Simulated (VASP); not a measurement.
OSZICAR of a VASP run on InGaN2 (space group P3m1):

### OSZICAR
```
       N       E                     dE             d eps       ncg     rms          rms(c)
DAV:   1     0.388157757393E+03    0.38816E+03   -0.37730E+00  5496   0.336E+01    0.190E+00
DAV:   2     0.387399705763E+03   -0.75805E+00   -0.47029E+00  4268   0.370E+01    0.387E+00
DAV:   3     0.386985056902E+03   -0.41465E+00   -0.92248E-01  4432   0.955E+00    0.477E+00
DAV:   4     0.387014860343E+03    0.29803E-01   -0.23590E-02  5192   0.173E+00    0.480E+00
DAV:   5     0.386941292776E+03   -0.73568E-01   -0.23016E-03  5224   0.118E+00    0.493E+00
DAV:   6     0.389848840621E+03    0.29075E+01   -0.38597E-01  4740   0.206E+01    0.392E+00
DAV:   7     0.390318664825E+03    0.46982E+00   -0.38377E-01  3560   0.435E+00    0.375E+00
DAV:   8     0.390421690633E+03    0.10303E+00   -0.24653E-02  4752   0.204E+00    0.368E+00
DAV:   9     0.390411710861E+03   -0.99798E-02   -0.43651E-03  4480   0.730E-01    0.388E+00
DAV:  10     0.390231486224E+03   -0.18022E+00   -0.44480E-03  4020   0.832E-01    0.383E+00
DAV:  11     0.390305875977E+03    0.74390E-01   -0.18633E-03  4688   0.678E-01    0.389E+00
DAV:  12     0.390505886567E+03    0.20001E+00   -0.38897E-02  5132   0.165E+00    0.327E+00
DAV:  13     0.390780850525E+03    0.27496E+00   -0.15721E-02  5272   0.298E+00    0.246E+00
DAV:  14     0.390728568194E+03   -0.52282E-01   -0.53256E-03  5144   0.208E+00    0.212E+00
DAV:  15     0.390662941232E+03   -0.65627E-01   -0.32577E-03  4672   0.219E+00    0.242E+00
DAV:  16     0.390744172417E+03    0.81231E-01   -0.75754E-03  4648   0.454E+00    0.149E+00
DAV:  17     0.390795721600E+03    0.51549E-01   -0.22297E-03  3960   0.532E-01    0.135E+00
DAV:  18     0.390792771026E+03   -0.29506E-02   -0.20806E-04  4488   0.242E-01    0.134E+00
DAV:  19     0.390847715415E+03    0.54944E-01   -0.20424E-04  4256   0.377E-01    0.139E+00
DAV:  20     0.390957055686E+03    0.10934E+00   -0.13229E-03  4200   0.779E-01    0.650E-01
DAV:  21     0.390944808074E+03   -0.12248E-01   -0.39071E-04  5140   0.280E-01    0.504E-01
DAV:  22     0.390971583692E+03    0.26776E-01   -0.27143E-04  4612   0.556E-01    0.391E-01
DAV:  23     0.390985897639E+03    0.14314E-01   -0.12273E-04  4824   0.213E-01    0.401E-01
DAV:  24     0.390997080216E+03    0.11183E-01   -0.37388E-05  5956   0.141E-01    0.369E-01
DAV:  25     0.391002711803E+03    0.56316E-02   -0.39789E-05  5152   0.240E-01    0.315E-01
DAV:  26     0.391028605531E+03    0.25894E-01   -0.11602E-04  5024   0.526E-01    0.292E-01
DAV:  27     0.391050594278E+03    0.21989E-01   -0.11462E-04  4960   0.563E-01    0.250E-01
DAV:  28     0.391051806547E+03    0.12123E-02   -0.72914E-05  6208   0.210E-01    0.221E-01
DAV:  29     0.391050194495E+03   -0.16121E-02   -0.28154E-05  6144   0.747E-02    0.191E-01
DAV:  30     0.391053087054E+03    0.28926E-02   -0.32232E-05  4964   0.190E-01    0.147E-01
DAV:  31     0.391069296497E+03    0.16209E-01   -0.10069E-04  4924   0.576E-01    0.990E-02
DAV:  32     0.391070204620E+03    0.90812E-03   -0.44755E-05  5784   0.163E-01    0.722E-02
DAV:  33     0.391070983043E+03    0.77842E-03   -0.14384E-05  3840   0.500E-02    0.631E-02
DAV:  34     0.391072919623E+03    0.19366E-02   -0.24332E-06  3636   0.320E-02    0.532E-02
DAV:  35     0.391073634410E+03    0.71479E-03   -0.88863E-07  2296   0.128E-02    0.459E-02
DAV:  36     0.391075066054E+03    0.14316E-02   -0.41338E-07  1952   0.765E-03    0.322E-02
DAV:  37     0.391074375707E+03   -0.69035E-03   -0.30430E-07  1948   0.225E-02    0.215E-02
DAV:  38     0.391074735204E+03    0.35950E-03   -0.25632E-07  1824   0.808E-03    0.136E-02
DAV:  39     0.391075020182E+03    0.28498E-03   -0.87031E-08  1796   0.552E-03    0.108E-02
DAV:  40     0.391074794141E+03   -0.22604E-03   -0.61919E-08  1796   0.378E-03    0.752E-03
DAV:  41     0.391074900001E+03    0.10586E-03   -0.50844E-08  1796   0.329E-03    0.532E-03
DAV:  42     0.391074883260E+03   -0.16741E-04   -0.28606E-08  1796   0.356E-03    0.346E-03
DAV:  43     0.391074999648E+03    0.11639E-03   -0.28730E-08  1796   0.261E-03    0.195E-03
DAV:  44     0.391075068750E+03    0.69102E-04   -0.17388E-08  1796   0.159E-03    0.109E-03
DAV:  45     0.391075063414E+03   -0.53359E-05   -0.11139E-08  1796   0.131E-03    0.693E-04
DAV:  46     0.391075081523E+03    0.18109E-04   -0.64627E-09  1788   0.253E-03    0.493E-04
DAV:  47     0.391075114549E+03    0.33026E-04   -0.87913E-09  1796   0.132E-03    0.687E-04
DAV:  48     0.391075115023E+03    0.47398E-06   -0.57958E-09  1792   0.922E-04
   1 F= 0.39107512E+03 E0= 0.39107512E+03  d E =-.729941E-16  mag=     0.0000    -0.0000     0.0000
       N       E                     dE             ncg
       N       E                     dE             ncg
```

Which electronic solver shows in the log?

It is blocked Davidson (ALGO = Normal, or the opening steps of other solvers). The INCAR had ALGO = Normal.

How was spin treated?

With non-collinear spinors: mag has three components.

Can the final energy be trusted as converged?

The calculation finished and met its thresholds. It stopped with EDIFF = 1E-6, NELM = 200 (modified Becke-Johnson potential (mBJ) with spin-orbit coupling, plane waves, VASP's PBE PAW potentials (set 64)). mBJ is a potential without an energy functional, so only the levels count.

The structure comes from a computed database's InGaN2 entry (P3m1); how it stands against other phases isn't given here. It was relaxed first. The cell's shape comes from a PBE relaxation.
